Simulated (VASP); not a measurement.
Calculation: optB86b-vdW, VASP's PBE PAW potentials (set 64) (plane waves; VASP).

Input for VASP

### INCAR
```
AGGAC = 0.0
ALGO = Normal
EDIFF = 1E-7
ENCUT = 520
GGA = MK
ISIF = 2
ISMEAR = -5
LASPH = .True.
LCHARG = .True.
LMAXMIX = 4
LORBIT = 11
LREAL = .False.
LUSE_VDW = .True.
LWAVE = .False.
NEDOS = 601
NELM = 100
PARAM1 = 0.1234
PARAM2 = 1.0
PREC = Accurate
SYSTEM = PbSe
```

File KPOINTS:
```
Automatic mesh
0
Gamma
8 8 8
0 0 0
```

POSCAR:
```
PbSe
6.1573760
  0.0000000000   0.4999999947   0.4999999947
  0.4999999947   0.0000000000   0.4999999947
  0.4999999947   0.4999999947   0.0000000000
Pb Se
1 1
direct
  0.0000000000   0.0000000000   0.0000000000
  0.5000000000   0.5000000000   0.5000000000
```

POTCAR, in this order: Pb_d Se (PBE.64 set). Program: vasp_std.

Output

OUTCAR:
```
 ion  position               nearest neighbor table
   1  0.000  0.000  0.000-   2 3.08   2 3.08   2 3.08   2 3.08   2 3.08   2 3.08
   2  0.500  0.500  0.500-   1 3.08   1 3.08   1 3.08   1 3.08   1 3.08   1 3.08
  LATTYP: Found a face centered cubic cell.
 ALAT       =     6.1573759344
 Subroutine PRICEL returns:
 Original cell was already a primitive cell.
 Subroutine GETGRP returns: Found 48 space group operations
The static configuration has the point symmetry O_h .
The dynamic configuration has the point symmetry O_h .
 Subroutine INISYM returns: Found 48 space group operations
 Subroutine IBZKPT returns following result:
 Found     29 irreducible k-points:

 Following reciprocal coordinates:
            Coordinates               Weight
  0.000000  0.000000  0.000000      1.000000
  0.125000  0.000000  0.000000      8.000000
  0.250000  0.000000  0.000000      8.000000
  0.375000  0.000000  0.000000      8.000000
  0.500000  0.000000  0.000000      4.000000
  0.125000  0.125000  0.000000      6.000000
  0.250000  0.125000  0.000000     24.000000
  0.375000  0.125000  0.000000     24.000000
  0.500000  0.125000  0.000000     24.000000
 -0.375000  0.125000  0.000000     24.000000
 -0.250000  0.125000  0.000000     24.000000
 -0.125000  0.125000  0.000000     12.000000
  0.250000  0.250000  0.000000      6.000000
  0.375000  0.250000  0.000000     24.000000
  0.500000  0.250000  0.000000     24.000000
 -0.375000  0.250000  0.000000     24.000000
 -0.250000  0.250000  0.000000     12.000000
  0.375000  0.375000  0.000000      6.000000
  0.500000  0.375000  0.000000     24.000000
 -0.375000  0.375000  0.000000     12.000000
  0.500000  0.500000  0.000000      3.000000
  0.375000  0.250000  0.125000     24.000000
  0.500000  0.250000  0.125000     48.000000
 -0.375000  0.250000  0.125000     24.000000
...
```

File OSZICAR:
```
       N       E                     dE             d eps       ncg     rms          rms(c)
DAV:   1     0.164687672289E+03    0.16469E+03   -0.96462E+03   818   0.144E+03
DAV:   2     0.948039455963E+01   -0.15521E+03   -0.15195E+03   866   0.350E+02
DAV:   3    -0.354437025137E+01   -0.13025E+02   -0.12952E+02  1064   0.104E+02
DAV:   4    -0.385380234414E+01   -0.30943E+00   -0.30930E+00   872   0.196E+01
DAV:   5    -0.386407266122E+01   -0.10270E-01   -0.10270E-01  1146   0.364E+00    0.267E+00
DAV:   6    -0.356140535629E+01    0.30267E+00   -0.83951E-01  1170   0.707E+00    0.145E+00
DAV:   7    -0.355859665703E+01    0.28087E-02   -0.12353E-01   922   0.193E+00    0.814E-01
DAV:   8    -0.356214477143E+01   -0.35481E-02   -0.13691E-02   860   0.154E+00    0.165E-01
DAV:   9    -0.356166199151E+01    0.48278E-03   -0.26237E-03  1240   0.588E-01    0.553E-02
DAV:  10    -0.356174801187E+01   -0.86020E-04   -0.21621E-04   836   0.120E-01    0.191E-02
DAV:  11    -0.356175452454E+01   -0.65127E-05   -0.63636E-05  1038   0.935E-02    0.554E-03
DAV:  12    -0.356175468919E+01   -0.16464E-06   -0.38770E-06   974   0.160E-02    0.220E-03
DAV:  13    -0.356175464317E+01    0.46019E-07   -0.40278E-07   920   0.548E-03
   1 F= -.35617546E+01 E0= -.35617546E+01  d E =0.000000E+00
```

### OUTCAR
```
------------------------ aborting loop because EDIFF is reached ----------------------------------------
  FORCE on cell =-STRESS in cart. coord.  units (eV):
  Direction    XX          YY          ZZ          XY          YZ          ZX
  --------------------------------------------------------------------------------------
  Total        0.0144240      0.0144240      0.0144240      0.0000000     -0.0000000     -0.0000000
  in kB        0.3959762      0.3959762      0.3959762      0.0000000     -0.0000000     -0.0000000
  external PRESSURE =       0.3959762 kB  Pullay stress =       0.0000000 kB
  volume of cell :       58.36
      direct lattice vectors                 reciprocal lattice vectors
     0.000000000  3.078687967  3.078687967    -0.162406845  0.162406845  0.162406845
     3.078687967  0.000000000  3.078687967     0.162406845 -0.162406845  0.162406845
     3.078687967  3.078687967  0.000000000     0.162406845  0.162406845 -0.162406845
  FREE ENERGIE OF THE ION-ELECTRON SYSTEM (eV)
  ---------------------------------------------------
  free  energy   TOTEN  =        -3.5617546432 eV

  energy  without entropy=       -3.5617546432  energy(sigma->0) =       -3.56175464

 total charge

# of ion       s       p       d       tot
------------------------------------------
    1        1.469   0.533   9.837  11.839
    2        1.470   2.324   0.016   3.810
--------------------------------------------------
tot          2.939   2.857   9.853  15.649
```
(Selected blocks of OUTCAR.)

The compound is PbSe in the rock salt structure. It was relaxed first.
